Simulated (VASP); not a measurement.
Level of theory: PBE GGA, VASP's PBE PAW potentials (set 64) (plane waves; VASP).

A VASP calculation is set up with these files.

INCAR:
```
SYSTEM = CuZn31Se32
PREC = Normal
ENCUT = 400
EDIFF = 1E-5
NELM = 100
ALGO = Fast
LREAL = Auto
LASPH = .TRUE.
ISMEAR = 0
SIGMA = 0.05
GGA = PE
LMAXMIX = 4
LWAVE = .FALSE.
LCHARG = .FALSE.
NELMIN = 4
ISYM = 0
NELECT = 573.0
ISPIN = 2
NUPDOWN = 1
MAGMOM = 64*0.0156
LORBIT = 10
IBRION = 2
ISIF = 2
NSW = 60
EDIFFG = -0.03
```

**POSCAR**
```
CuZn31Se32
1
   11.4825331932     0.0000000000     0.0000000000
    0.0000000000    11.4825331932     0.0000000000
   -0.0000000000    -0.0000000000    11.4825331932
Zn Se Cu
31 32 1
Direct
  0.5000000000   0.0000000000   0.0000000000
  0.7500000000   0.2500000000   0.0000000000
  0.7500000000   0.0000000000   0.2500000000
  0.0000000000   0.0000000000   0.0000000000
  0.2500000000   0.2500000000   0.0000000000
  0.5000000000   0.5000000000   0.0000000000
  0.7500000000   0.7500000000   0.0000000000
  0.2500000000   0.0000000000   0.2500000000
  0.5000000000   0.2500000000   0.2500000000
  0.7500000000   0.5000000000   0.2500000000
  0.5000000000   0.0000000000   0.5000000000
  0.7500000000   0.2500000000   0.5000000000
  0.7500000000   0.0000000000   0.7500000000
  0.0000000000   0.5000000000   0.0000000000
  0.2500000000   0.7500000000   0.0000000000
  0.0000000000   0.2500000000   0.2500000000
  0.2500000000   0.5000000000   0.2500000000
  0.5000000000   0.7500000000   0.2500000000
  0.0000000000   0.0000000000   0.5000000000
  0.2500000000   0.2500000000   0.5000000000
  0.7500000000   0.7500000000   0.5000000000
  0.2500000000   0.0000000000   0.7500000000
  0.5000000000   0.2500000000   0.7500000000
  0.7500000000   0.5000000000   0.7500000000
  0.0000000000   0.7500000000   0.2500000000
  0.0000000000   0.5000000000   0.5000000000
  0.2500000000   0.7500000000   0.5000000000
  0.0000000000   0.2500000000   0.7500000000
  0.2500000000   0.5000000000   0.7500000000
  0.5000000000   0.7500000000   0.7500000000
  0.0000000000   0.7500000000   0.7500000000
  0.6250000000   0.1250000000   0.1250000000
  0.8750000000   0.3750000000   0.1250000000
  0.8750000000   0.1250000000   0.3750000000
  0.1250000000   0.1250000000   0.1250000000
  0.3750000000   0.3750000000   0.1250000000
  0.6250000000   0.6250000000   0.1250000000
  0.8750000000   0.8750000000   0.1250000000
  0.3750000000   0.1250000000   0.3750000000
  0.6254110000   0.3791210000   0.3785040000
  0.8750000000   0.6250000000   0.3750000000
  0.6250000000   0.1250000000   0.6250000000
  0.8750000000   0.3750000000   0.6250000000
  0.8750000000   0.1250000000   0.8750000000
  0.1250000000   0.6250000000   0.1250000000
  0.3750000000   0.8750000000   0.1250000000
  0.1250000000   0.3750000000   0.3750000000
  0.3759330000   0.6266830000   0.3753560000
  0.6250000000   0.8750000000   0.3750000000
  0.1250000000   0.1250000000   0.6250000000
  0.3760700000   0.3791300000   0.6264600000
  0.6229020000   0.6213890000   0.6265330000
  0.8750000000   0.8750000000   0.6250000000
  0.3750000000   0.1250000000   0.8750000000
  0.6250000000   0.3750000000   0.8750000000
  0.8750000000   0.6250000000   0.8750000000
  0.1250000000   0.8750000000   0.3750000000
  0.1250000000   0.6250000000   0.6250000000
  0.3750000000   0.8750000000   0.6250000000
  0.1250000000   0.3750000000   0.8750000000
  0.3750000000   0.6250000000   0.8750000000
  0.6250000000   0.8750000000   0.8750000000
  0.1250000000   0.8750000000   0.8750000000
  0.4995310000   0.4975700000   0.5034010000
```

File KPOINTS:
```
Automatic mesh
0
Gamma
1 1 1
0 0 0
```

POTCAR, in this order: Zn Se Cu (PBE.64 set). Program: vasp_gam.

Question: What will the output report for the number of irreducible k-points (NKPTS), largest plane-wave count, FFT grid (NGX, NGY, NGZ)?

Answer: 
```
Item                                           Value
--------------------------------------  ------------
number of irreducible k-points (NKPTS)             1
largest plane-wave count                       13805
FFT grid (NGX, NGY, NGZ)                56 × 56 × 56
```

The cell is a supercell with a defect, built from ZnSe (zinc blende): Cu_Zn, charge +2.
